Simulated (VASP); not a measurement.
# BaMgSbF: relaxation of cell and atoms with PBEsol

Crystal: BaMgSbF.

```
CELL_PARAMETERS angstrom
4.56748 0.00000 0.00000
0.00000 4.56748 0.00000
0.00000 0.00000 9.77911
ATOMIC_POSITIONS crystal
Ba 0.50000 0.00000 0.14084
Ba 0.00000 0.50000 0.85916
Sb 0.50000 0.00000 0.67861
Sb 0.00000 0.50000 0.32139
Mg 0.50000 0.50000 0.50000
Mg 0.00000 0.00000 0.50000
F 0.50000 0.50000 0.00000
F 0.00000 0.00000 0.00000
```

The cell comes from a database or a generator and needn't be the stable form of this composition.

```yaml
Program: VASP 6.6.1
Task: relaxation of cell and atoms
Functional: PBEsol
Potentials_or_basis: VASP PAW PBE potentials, release 64 (Ba_sv, Sb, Mg, F)
Cutoff: 600 eV
k_mesh: 6 × 6 × 4
Occupations: gaussian, width 0.03 eV
Spin: no spin polarisation
Further_INCAR_settings: ALGO = Normal; EDIFF = 1e-07; IBRION = 2; EDIFFG = -0.005; NSW = 90; ISIF = 3
```

| Quantity | Value |
| --- | --- |
| Energy gained by relaxing | 0.0 meV/atom |
| Ionic steps | 7 |
| Pressure after relaxing | 0.0 GPa |
| Band gap on the k mesh | 1.14 eV, direct |

The path:
```
step  energy change (eV)  largest force (eV/Å)  pressure (GPa)  volume (Å³)
   1              0.0000                0.0083            0.03       204.01
   2             -0.0001                0.0099           -0.01       204.13
   3             -0.0001                0.0118           -0.05       204.30
   4             -0.0002                0.0080           -0.03       204.22
   5             -0.0002                0.0101            0.00       204.06
   6             -0.0002                0.0076            0.00       204.05
   7             -0.0002                0.0005            0.00       204.02
```

Final structure:
```xyz
8
Lattice="4.5741 0.0000 0.0000 0.0000 4.5741 0.0000 0.0000 0.0000 9.7509" Properties=species:S:1:pos:R:3 pbc="T T T"
Ba    2.2871    0.0000    1.3701
Ba    4.5741    2.2871    8.3808
Sb    2.2871    0.0000    6.6196
Sb    0.0000    2.2871    3.1312
Mg    2.2871    2.2871    4.8754
Mg    0.0000    0.0000    4.8754
F     2.2871    2.2871    0.0000
F     0.0000    0.0000    0.0000
```

Levels at points of the mesh, in eV from the valence-band top:
| k point | band 21 | band 22 | band 23 | band 24 | band 25 | band 26 | band 27 | band 28 |
| --- | --- | --- | --- | --- | --- | --- | --- | --- |
| (0.00, 0.00, 0.00) | -1.15 | -0.55 | 0.00 | 0.00 | 1.14 | 1.57 | 2.26 | 2.85 |
| (0.50, 0.00, 0.00) | -1.00 | -1.00 | -0.43 | -0.43 | 2.47 | 2.47 | 2.60 | 2.60 |
| (0.50, 0.50, 0.00) | -1.85 | -1.85 | -1.67 | -1.67 | 1.53 | 1.53 | 2.78 | 2.78 |
| (0.00, 0.00, 0.50) | -1.13 | -0.97 | -0.01 | -0.01 | 1.42 | 1.83 | 2.26 | 3.08 |
| (0.50, 0.00, 0.50) | -0.89 | -0.89 | -0.43 | -0.43 | 2.60 | 2.60 | 2.77 | 2.77 |
| (0.50, 0.50, 0.50) | -1.85 | -1.85 | -1.70 | -1.70 | 1.93 | 1.93 | 2.79 | 2.79 |

It took 5.1 min on 2 MPI ranks on Intel(R) Xeon(R) Platinum 8488C (Sapphire Rapids), on a shared host, peak memory 0.49 GiB a rank.

Caveat: the PAW data sets were made with another functional, which shifts forces and pressure a little; spin-orbit coupling is left out, which moves the levels of the heavy elements. A k mesh can miss the band edges.
